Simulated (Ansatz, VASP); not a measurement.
**Hf: VASP beside Ansatz**

Wanted: the spread between two codes on one cell, functional and k mesh. Of the first pair: The cell is taken from a series of runs on this material, whose earlier steps may have relaxed, scaled, displaced or heated it; both programs get it as it stands.

Method: plane waves, with VASP 6.6.1 beside it; relaxation of cell and atoms at PBEsol, in Ansatz 0.2.0.

### Step 1. The structure

The structure is cubic, space group Im-3m (No. 229). Conventional cell: a = 3.493 Å, b = 3.493 Å, c = 3.493 Å, α = 90.00°, β = 90.00°, γ = 90.00°. Hf has 8 Hf at 3.02 Å nearest.

Coordinates:

```xyz
1
Lattice="-1.7464 1.7464 1.7464 1.7464 -1.7464 1.7464 1.7464 1.7464 -1.7464" Properties=species:S:1:pos:R:3 pbc="T T T"
Hf    0.0000    0.0000    0.0000
```

### Step 2. VASP: relaxation of cell and atoms, PBEsol, pair 1

The relaxed volume is the usual yardstick between codes: in a stiff, nearly cubic crystal its relative difference is about their pressure difference at one cell divided by the bulk modulus.

Lines of VASP's logs that name or quote its potential files are left out, and so is its time.

The input, INCAR:

```
SYSTEM = Hf
PREC = Accurate
ENCUT = 500
EDIFF = 1E-07
NELM = 120
ISMEAR = 0
SIGMA = 0.1
LREAL = .FALSE.
ALGO = Normal
GGA = PS
NBANDS = 11
LASPH = .TRUE.
LORBIT = 11
LWAVE = .FALSE.
LCHARG = .FALSE.
ISIF = 3
IBRION = 2
NSW = 80
EDIFFG = -0.005
GGA_COMPAT = .FALSE.
NELMIN = 4
KPAR = 2
```

The input, POSCAR:

```
Hf
1.0
   -1.7464340000      1.7464340000      1.7464340000
    1.7464340000     -1.7464340000      1.7464340000
    1.7464340000      1.7464340000     -1.7464340000
Hf
1
Direct
    0.0000000000      0.0000000000      0.0000000000
```

The input, KPOINTS:

```
Automatic mesh
0
Gamma
16 16 16
0 0 0
```

Potentials, in the order of the species: Hf_pv (PBE family, release 64).

Launch:

```sh
mpirun -np 2 vasp_std
```

Numbers of over 12 decimals in the logs are rounded to 6 here.

The log of the run:

```text
[banner, memory and clock lines left out]
running    2 mpi-ranks, on    1 nodes
 distrk:  each k-point on    1 cores,    2 groups
 distr:  one band on    1 cores,    1 groups

 POSCAR found type information on POSCAR Hf
 POSCAR found :  1 types and       1 ions
|                                                                             |
|               ----> ADVICE to this user running VASP <----                  |
|                                                                             |
|     You enforced a specific xc type in the INCAR file but a different       |
|     [... a line on the potential file left out ...]
|     I HOPE YOU KNOW WHAT YOU ARE DOING!                                     |
|                                                                             |

 LDA part: xc-table for (Slater+PW92), standard interpolation
 POSCAR, INCAR and KPOINTS ok, starting setup
 FFT: planning ... GRIDC
 FFT: planning ... GRID_SOFT
 FFT: planning ... GRID
 WAVECAR not read
 entering main loop
       N       E                     dE             d eps       ncg     rms          rms(c)
DAV:   1     0.112204756919E+02    0.11220E+02   -0.55716E+03  3214   0.818E+02
DAV:   2    -0.102598700861E+02   -0.21480E+02   -0.20791E+02  3995   0.149E+02
DAV:   3    -0.106822052354E+02   -0.42234E+00   -0.41700E+00  3933   0.143E+01
DAV:   4    -0.106838266811E+02   -0.16214E-02   -0.16209E-02  3561   0.107E+00
DAV:   5    -0.106838356375E+02   -0.89564E-05   -0.89557E-05  4003   0.694E-02    0.457E+01
DAV:   6    -0.104286234252E+02    0.25521E+00   -0.21074E-01  3553   0.332E+00    0.267E+01
DAV:   7    -0.103433326341E+02    0.85291E-01   -0.29479E-01  3646   0.379E+00    0.126E+00
DAV:   8    -0.103398524698E+02    0.34802E-02   -0.19410E-02  3532   0.978E-01    0.156E-01
DAV:   9    -0.103398753650E+02   -0.22895E-04   -0.22592E-04  4063   0.132E-01    0.433E-02
DAV:  10    -0.103398772649E+02   -0.18999E-05   -0.99105E-06  3712   0.244E-02    0.288E-02
DAV:  11    -0.103398772418E+02    0.23097E-07   -0.13104E-06  3805   0.874E-03    0.198E-03
DAV:  12    -0.103398772481E+02   -0.63305E-08   -0.19931E-08  2160   0.138E-03
   1 F= -.10339877E+02 E0= -.10336256E+02  d E =-.103399E+02
 curvature:   0.00 expect dE= 0.000E+00 dE for cont linesearch  0.000E+00
 trial: gam= 0.00000 g(F)=  0.557E-63 g(S)=  0.564E-03 ort = 0.000E+00 (trialstep = 0.100E+01)
 search vector abs. value=  0.564E-03
 bond charge predicted
       N       E                     dE             d eps       ncg     rms          rms(c)
DAV:   1    -0.103435170410E+02   -0.36398E-02   -0.84425E-02  3280   0.232E+00    0.534E-01
DAV:   2    -0.103406995513E+02    0.28175E-02   -0.34358E-03  3361   0.506E-01    0.210E-01
DAV:   3    -0.103398588005E+02    0.84075E-03   -0.22578E-03  3469   0.357E-01    0.102E-01
DAV:   4    -0.103398556726E+02    0.31279E-05   -0.23059E-05  4121   0.440E-02    0.578E-02
DAV:   5    -0.103398552185E+02    0.45411E-06   -0.41402E-06  3963   0.141E-02    0.651E-03
DAV:   6    -0.103398553271E+02   -0.10861E-06   -0.16241E-07  3351   0.314E-03    0.185E-03
DAV:   7    -0.103398552838E+02    0.43291E-07   -0.87854E-09  2003   0.825E-04
   2 F= -.10339855E+02 E0= -.10336205E+02  d E =0.219643E-04
 trial-energy change:    0.000022  1 .order    0.000027   -0.000564    0.000618
 step:   0.4835(harm=  0.4773)  dis= 0.00000  next Energy=   -10.340014 (dE=-0.137E-03)
 bond charge predicted
       N       E                     dE             d eps       ncg     rms          rms(c)
DAV:   1    -0.103409946343E+02   -0.11393E-02   -0.22611E-02  3277   0.120E+00    0.277E-01
DAV:   2    -0.103402414361E+02    0.75320E-03   -0.92451E-04  3358   0.261E-01    0.108E-01
DAV:   3    -0.103400176043E+02    0.22383E-03   -0.59874E-04  3427   0.183E-01    0.519E-02
DAV:   4    -0.103400156452E+02    0.19591E-05   -0.60603E-06  4120   0.227E-02    0.302E-02
DAV:   5    -0.103400140486E+02    0.15965E-05   -0.11519E-06  3914   0.733E-03    0.344E-03
DAV:   6    -0.103400140113E+02    0.37301E-07   -0.42027E-08  2399   0.162E-03
   3 F= -.10340014E+02 E0= -.10336380E+02  d E =-.136763E-03
 curvature:  -0.24 expect dE=-0.770E-09 dE for cont linesearch -0.770E-09
 trial: gam= 0.00000 g(F)=  0.293E-64 g(S)=  0.323E-08 ort =-0.135E-05 (trialstep = 0.897E+00)
 search vector abs. value=  0.333E-08
 reached required accuracy - stopping structural energy minimisation
```

From OUTCAR (step 2):

```text
ion  position               nearest neighbor table
   1  0.000  0.000  0.000-

  LATTYP: Found a body centered cubic cell.
 ALAT       =     3.4928680000

 Subroutine GETGRP returns: Found 48 space group operations
 (whereof 48 operations were pure point group operations)

The static configuration has the point symmetry O_h .

 Found    145 irreducible k-points:

   k-points           NKPTS =    145   k-points in BZ     NKDIM =    145   number of bands    NBANDS=     11

   dimension x,y,z NGX =    24 NGY =   24 NGZ =   24
   dimension x,y,z NGXF=    48 NGYF=   48 NGZF=   48

   ENCUT  =  500.0 eV  36.75 Ry    6.06 a.u.   5.52  5.52  5.52*2*pi/ulx,y,z

   NELECT =      10.0000    total number of electrons

 k-points in reciprocal lattice and weights: Automatic mesh
   0.00000000  0.00000000  0.00000000       0.000
   0.06250000  0.00000000  0.00000000       0.003
   0.12500000  0.00000000  0.00000000       0.003
   0.18750000  0.00000000  0.00000000       0.003
   0.25000000  0.00000000  0.00000000       0.003
   0.31250000  0.00000000  0.00000000       0.003
   0.37500000  0.00000000  0.00000000       0.003
   0.43750000  0.00000000  0.00000000       0.003
   0.50000000  0.00000000  0.00000000       0.001
[...]
0.50000000  0.50000000  0.43750000       0.003
   0.50000000  0.50000000  0.50000000       0.000

 average (electrostatic) potential at core
       1 -36.5925

 E-fermi :   4.7761

 k-point     1 :       0.0000    0.0000    0.0000
  band No.  band energies     occupation
      1     -24.7961      2.00000
      2     -24.7961      2.00000
      3     -24.7961      2.00000
      4      -2.4366      2.00000
      5       6.3261      0.00000
      6       6.3261      0.00000
      7       6.3261      0.00000
      8       9.2779      0.00000
      9       9.2779      0.00000
    ...

 k-point     2 :       0.0625    0.0000    0.0000
  band No.  band energies     occupation
      1     -24.8367      2.00000
      2     -24.8086      2.00000
      3     -24.7964      2.00000
      4      -2.2818      2.00000
      5       6.2156      0.00000
      6       6.2849      0.00000
      7       6.4789      0.00000
      8       9.0933      0.00000
      9       9.2748      0.00000
    ...

 k-point     3 :       0.1250    0.0000    0.0000
  band No.  band energies     occupation
      1     -24.9508      2.00000
      2     -24.8438      2.00000
      3     -24.7970      2.00000
      4      -1.8352      2.00000
      5       5.9194      0.00000
      6       6.1083      0.00000
      7       6.9318      0.00000
      8       8.7593      0.00000
      9       9.2794      0.00000
    ...

  Total        0.0001493      0.0001493      0.0001493     -0.0000000     -0.0000000     -0.0000000
  in kB        0.0112780      0.0112780      0.0112780     -0.0000000     -0.0000000     -0.0000000
  external PRESSURE =       0.0112780 kB  Pullay stress =       0.0000000 kB

  energy-cutoff  :      500.00
  volume of cell :       21.21
      direct lattice vectors                 reciprocal lattice vectors
    -1.743891332  1.743891332  1.743891332     0.000000000  0.286715113  0.286715113
     1.743891332 -1.743891332  1.743891332     0.286715113  0.000000000  0.286715113
     1.743891332  1.743891332 -1.743891332     0.286715113  0.286715113  0.000000000

 POSITION                                       TOTAL-FORCE (eV/Angst)
 -----------------------------------------------------------------------------------
     -0.00000      0.00000      0.00000         0.000000      0.000000      0.000000
 -----------------------------------------------------------------------------------
    total drift:                               -0.000000      0.000000      0.000000

  FREE ENERGIE OF THE ION-ELECTRON SYSTEM (eV)
  ---------------------------------------------------
  free  energy   TOTEN  =       -10.3400140113 eV

  energy  without entropy=      -10.3327458175  energy(sigma->0) =      -10.33637991

 reached required accuracy - stopping structural energy minimisation

 total charge
# of ion       s       p       d       tot
------------------------------------------
    1        0.394   6.377   1.669   8.439

[... 3 further parts left out ...]
```

CONTCAR:

```
Hf
   1.00000000000000
    -1.7438913315355047    1.7438913315355047    1.7438913315355047
     1.7438913315355047   -1.7438913315355047    1.7438913315355047
     1.7438913315355047    1.7438913315355047   -1.7438913315355047
  Hf
     1
Direct
     0.0000000000000000    0.0000000000000000    0.0000000000000000
```

The run keeps the 48 symmetry operations of its start, so it cannot find a distortion of lower symmetry.

### Step 3. Ansatz: relaxation of cell and atoms, PBEsol, pair 1

Ansatz runs on its PAW soft_1 files.

The same cell, functional, mesh and smearing now go to Ansatz, which takes its cutoff from its data sets.

The input, input.yaml:

```yaml
crystal:
  lattice:
    - [-1.7464340157, 1.7464340157, 1.7464340157]
    - [1.7464340157, -1.7464340157, 1.7464340157]
    - [1.7464340157, 1.7464340157, -1.7464340157]
  atoms:
    - { symbol: Hf, position: [0.0, 0.0, 0.0] }
kpoints:
  mp_grid: { grid: [16, 16, 16] }
hamiltonian:
  xc: pbesol
  pseudopotentials: { kind: paw, azcp: { folder: soft_1 }, xc_functional: pbe }
scf:
  occupations: { method: gaussian, width: 0.1 }
output:
  forces: true
  stress: true
  eigenvalues: true
  write_density: true
  write_potential: true
  elf: true
  volumetric_format: npy
relax:
  adjacent_minimum: "off"
  f_tol: 0.005
  max_steps: 80
  cell: { stress_tol: 0.05 }
```

Launch:

```sh
ansatz run input.yaml --threads 4 --pin off --max-ram 10240MiB --backend cpu --events-out ev --progress --plain --runs-dir out
```

The log of the run:

```text
Engine: ansatz 0.2.0, aarch64-unknown-linux-gnu
Pseudopotentials: kind: paw
Pseudopotential: Hf, paw, valence charge 26, recommended cutoff 420 eV (normal), soft_1/Hf.paw.azcp
Functional definition: PBEsol
  exchange = pbesol_x
  correlation = pbesol_c
Crystal: 1 atoms, lattice volume = 21.307 Å³
Basis set: ecut = 420 eV, 429 PW (Γ), exchange–correlation on 48×48×48 points (8 copies of the dense FFT grid, shifted against one another)
Bands: 17, of which v1, the nominal top of the filled ones, is band 13 counted from 1 (12 counted from 0)
Symmetry: 48 space group operations
Space group: Im-3m (ITA 229), of the structure as read, at distance tolerance 2.8e-5 Å
k-points: 145 of 4096
Non-local potential: Hf, projectors of the file, l = 0: 3, l = 1: 2, l = 2: 2, l = 3: 3
PAW form: soft (Blöchl's): semilocal exchange-correlation on the pseudo side does not see the compensation charge
PAW frozen core: Hf, regenerated for the run's functional, and the local potential with it (the file was generated under x = pbe(κ = 0.804, μ = 0.219515), c = pbe(β = 0.066725))
PAW one-centre angular grid: Hf, 590 points (default); XC on 64 Gauss nodes
Initial density: superposition of atomic densities (chi_scale 0.1, normalization cell)
Initial wavefunctions: pseudopotential atomic-orbital guess
Functional: x = pbesol(κ = 0.804, μ = 0.123457), c = pbesol(β = 0.046)
SCF iter   1: F=—  HF=-15598.743577 eV  |F-HF|=—  |Δ(HF+E_count)|=         —  Δρ=3.09e-2  dr2=2.59e-1  ethr=3.10e-3  ⟨swp⟩=5.5  Hψ=11344  notcnv=0
preconditioner: auto → Kerker (q_TF=auto, 2.820 Å⁻¹)  [metal: Δε(μ)=0.046 eV  Ē_g=17.899 eV  σ=0.100 eV  W_gap=0.24  n_scr=12 (ndim 8)  ℏωp=39.4 eV  f_vac=0.000  D(μ)=1.37/eV (n_scr^D=12)]
SCF iter   2: F=—  HF=-15598.680978 eV  |F-HF|=—  |Δ(HF+E_count)|=   6.26e-2  Δρ=1.83e-2  dr2=9.29e-2  ethr=9.97e-4  ⟨swp⟩=3.1  Hψ=5319  notcnv=0  defer=21
SCF iter   3: F=—  HF=-15598.657125 eV  |F-HF|=—  |Δ(HF+E_count)|=   2.39e-2  Δρ=8.72e-3  dr2=2.05e-2  ethr=3.57e-4  ⟨swp⟩=2.0  Hψ=4628  notcnv=0  defer=21
SCF iter   4: F=—  HF=-15598.641493 eV  |F-HF|=—  |Δ(HF+E_count)|=   1.56e-2  Δρ=2.95e-3  dr2=8.63e-4  ethr=7.90e-5  ⟨swp⟩=2.1  Hψ=4915  notcnv=0  defer=21
SCF iter   5: F=—  HF=-15598.642164 eV  |F-HF|=—  |Δ(HF+E_count)|=   6.71e-4  Δρ=5.35e-4  dr2=6.63e-5  ethr=3.32e-6  ⟨swp⟩=2.1  Hψ=3448  notcnv=0  defer=20
SCF iter   6: F=—  HF=-15598.642226 eV  |F-HF|=—  |Δ(HF+E_count)|=   6.22e-5  Δρ=1.09e-4  dr2=1.30e-6  ethr=2.55e-7  ⟨swp⟩=2.3  Hψ=4435  notcnv=0  defer=20
SCF iter   7: F=-15598.642228 eV  HF=-15598.642228 eV  |F-HF|=5.44e-9  |Δ(HF+E_count)|=   1.56e-6  Δρ=2.20e-5  dr2=6.36e-8  ethr=3.85e-10  ⟨swp⟩=10.2  Hψ=22266  notcnv=0
SCF 1 converged in 7 iterations: F = -15598.642228 eV  dr2 = 6.36e-8
  greatest PAW one-centre occupation: 0.998 electrons in one spin orbital (limit 2), on the Hf atom at site 0 (counted from 0), in its partial waves of l = 0
relax step   1: F+E_penalty+E_count = -15598.64222793 eV  Δ(F+E_penalty+E_count) = +0.000e0 eV  max|allowed force component| = 0.000e0 eV/Å  Δτ_max = 0.0000 Å  P = -0.208 GPa  Ω = 21.307 Å³  (7 SCF iters, dr2 threshold 1.00e-7 eV, accepted)
[...]
relax step   2: F+E_penalty+E_count = -15598.64224049 eV  Δ(F+E_penalty+E_count) = -1.256e-5 eV  max|allowed force component| = 0.000e0 eV/Å  Δτ_max = 0.0000 Å  P = +0.247 GPa  Ω = 21.217 Å³  energy of the carried Pulay correction = +2.316e-5 eV  (3 SCF iters, dr2 threshold 1.00e-7 eV, rejected (line search))
[...]
relax step   3: F+E_penalty+E_count = -15598.64226542 eV  Δ(F+E_penalty+E_count) = -3.749e-5 eV  max|allowed force component| = 0.000e0 eV/Å  Δτ_max = 0.0000 Å  P = -0.000 GPa  Ω = 21.265 Å³  energy of the carried Pulay correction = +1.062e-5 eV  (6 SCF iters, accepted)
[...]
relax step   4: F+E_penalty+E_count = -15598.64225404 eV  Δ(F+E_penalty+E_count) = +1.138e-5 eV  max|allowed force component| = 0.000e0 eV/Å  Δτ_max = 0.0000 Å  P = -0.000 GPa  Ω = 21.265 Å³  stress off target by 1.51e-4 GPa  SCF on the basis re-selected at this cell (its energy is not comparable with the rows above)  (4 SCF iters)
basis re-selected at this cell: Δ(F+E_penalty+E_count) = +1.138e-5 eV, ΔP = -0.000 GPa vs the last step (what re-selecting the basis moved, of the pressure what is left beyond the Pulay correction that the steps carried, after the strain that the cell walked since its last selection, with what the two solves' SCF thresholds leave and, on support functions, any second-order correction that the steps lacked; it is no measure of the basis error at this ecutwfc). This SCF's stress stands 1.51e-4 GPa from its target on what of the cell is left free (relax.cell.stress_tol is 5.00e-2 GPa) and its largest allowed force component is 0.00e0 eV/Å (relax.f_tol is 5.00e-3 eV/Å): [rest of the remark cut]
SCF converged after 4 iterations
Free energy (F): -15598.642254 eV
Harris-Foulkes:  -15598.642254 eV  (|F-HF|=3.64e-12)
Internal energy: -15598.635100 eV  (E = F + TS)
E sigma→0 (E₀):  -15598.638677 eV
Entropy (-TS):   -0.007154 eV (-7.154 meV/atom)
Fermi energy:    18.683575 eV
--- Per-component energies (eV) ---
  E_band       = 17.477700
  E_kinetic    = 411.539353
  E_local      = -6179.373693  (includes V_loc(G=0)·N_el)
  E_nonlocal   = 64.152590
  E_hartree    = 3018.426776
  E_xc         = -265.158193
  E_vxc        = -255.329253  (∫ρ·V_xc dr)
  E_paw        = -7575.166145  (= ΣΔE_a)
  E_vpaw       = -60.365138  (= ΣTr[D̂ρ^β])
  E_aug_tail   = 0.000089  (compensation charges beyond the density's cutoff)
  E_ewald      = -5074.306933
  E_core_change = 1.251056  (= ΣΔE_core)
  E_smearing   = -0.007154  (= −TS)
  E_closure    = 0.000000  (closes the sum)
  Σ components = -15598.642254   (vs F -15598.642254, Δ=0.00e0)
--- Forces (eV/Å), atoms counted from 1 ---
  atom   1  Hf     0.00000000     0.00000000     0.00000000
  max |Σ_I F_I| component: 1.89e-29 eV/Å
--- Stress (GPa, compression-positive) ---
       -0.000151      -0.000000       0.000000
        0.000000      -0.000151       0.000000
       -0.000000       0.000000      -0.000151
  P = ⅓ Tr σ = -0.0002 GPa (-0.002 kbar)
--- Band table (eV; the first three rows and the last of 145) ---
  k-point 0: bands = [... 9 lower, 7.4284, 7.4643, 11.4832, 20.2169, 20.2169, 20.2169, 23.1606, 23.1606]
  k-point 1: bands = [... 9 lower, 7.4276, 7.4611, 11.6373, 20.1083, 20.1779, 20.3708, 22.9803, 23.1591]
  k-point 2: bands = [... 9 lower, 7.4254, 7.4535, 12.0819, 19.8166, 20.0085, 20.8266, 22.6519, 23.1675]
  k-point 144: bands = [... 9 lower, 7.4389, 7.4389, 15.8840, 15.8840, 25.8387, 25.8387, 25.8387, 26.3237]
--- Relaxed structure (3 steps of the walk, 2 accepted, 1 SCFs on fresh bases) ---
  F+E_penalty+E_count = -15598.64225404 eV   max|allowed force component| = 0.000e0 eV/Å   (the final SCF, on the basis selected at the relaxed cell)
  cell:  # Å, volume = 21.2655 Å³
    - [-1.745306, 1.745306, 1.745306]
    - [1.745306, -1.745306, 1.745306]
    - [1.745306, 1.745306, -1.745306]
  atoms:
    - { symbol: Hf, position: [0.0, 0.0, 0.0] }
```

The column dr2 measures how far the density is from self-consistency, as an energy; F and HF (Harris–Foulkes) agree once it is small.

### Step 4. Side by side

Known differences besides the potentials themselves: the data sets hold 26 valence electrons in Ansatz (on its PAW soft_1 files) and 10 in VASP; the cutoff is 420 eV in Ansatz and 500 eV in VASP; Ansatz makes its cores anew for this functional, VASP keeps those of its PBE data sets; Ansatz adds a Pulay correction to the stress that steers its cell, VASP none. Total energies have different zeros and are not compared.

Both answers:

| quantity | Ansatz | VASP | difference |
| --- | --- | --- | --- |
| volume (Å³) | 21.27 | 21.21 | +0.24 % |
| edge a after relaxation, in the typed setting (Å) | 3.023 | 3.021 | +0.08 % |

### Step 5. Ansatz: relaxation of cell and atoms, PBEsol, pair 2

The relaxed volume is the usual yardstick between codes: in a stiff, nearly cubic crystal its relative difference is about their pressure difference at one cell divided by the bulk modulus. This pair takes another cell of the material, with 2 atoms against 1 for the pair before.

The cell is taken from a series of runs on this material, whose earlier steps may have relaxed, scaled, displaced or heated it; both programs get it as it stands.

The input, input.yaml:

```yaml
crystal:
  lattice:
    - [3.1598100929, 0.0, 0.0]
    - [-1.5799050465, 2.7364758116, 0.0]
    - [0.0, 0.0, 4.9965960553]
  atoms:
    - { symbol: Hf, position: [0.6666666667, 0.3333333333, 0.75] }
    - { symbol: Hf, position: [0.3333333333, 0.6666666667, 0.25] }
kpoints:
  mp_grid: { grid: [15, 15, 8] }
hamiltonian:
  xc: pbesol
  pseudopotentials: { kind: paw, azcp: { folder: soft_1 }, xc_functional: pbe }
scf:
  occupations: { method: methfessel_paxton, width: 0.2 }
output:
  forces: true
  stress: true
  eigenvalues: true
relax:
  adjacent_minimum: "off"
  f_tol: 0.001
  max_steps: 60
  cell: { stress_tol: 0.01 }
```

The log of the run:

```text
[...]
Crystal: 2 atoms, lattice volume = 43.204 Å³
Basis set: ecut = 420 eV, 845 PW (Γ), exchange–correlation on 48×48×72 points (8 copies of the dense FFT grid, shifted against one another)
Bands: 32, of which v1, the nominal top of the filled ones, is band 26 counted from 1 (25 counted from 0)
Symmetry: 24 space group operations
[...]
k-points: 135 of 1800
[...]
k-point 134: bands = [... 22 lower, 16.8665, 16.8665, 17.1980, 17.1980, 18.5593, 18.5593, 21.2792, 21.2792, ... 2 higher]
--- Relaxed structure (3 steps of the walk, 3 accepted, 1 SCFs on fresh bases) ---
[...]
cell:  # Å, volume = 43.2093 Å³
    - [3.160396, 2.887278570732993e-11, 0]
    - [-1.580198, 2.736983, 0]
    - [0, 0, 4.995319]
  atoms:
    - { symbol: Hf, position: [0.666667, 0.333333, 0.750000] }
    - { symbol: Hf, position: [0.333333, 0.666667, 0.25] }
[key lines of the parts left out:]
SCF converged after 6 iterations
Free energy (F): -31197.604492 eV
Fermi energy:    18.723316 eV
P = ⅓ Tr σ = 0.0019 GPa (0.019 kbar)
```

(Continued in part 2 of 2.)

[Lines on the potential files, build, host, timing and source positions are cut from VASP's logs without a mark.]

[Logs are printed without paths, hosts, clocks, repeated set-up lines and the standing remarks that a program may print on its own settings, such as how far it seeks lower states.]

[Hosts, paths, dates, database ids (printed as entryN), source tags and the programs' standing remarks are cut or masked in the printed files.]
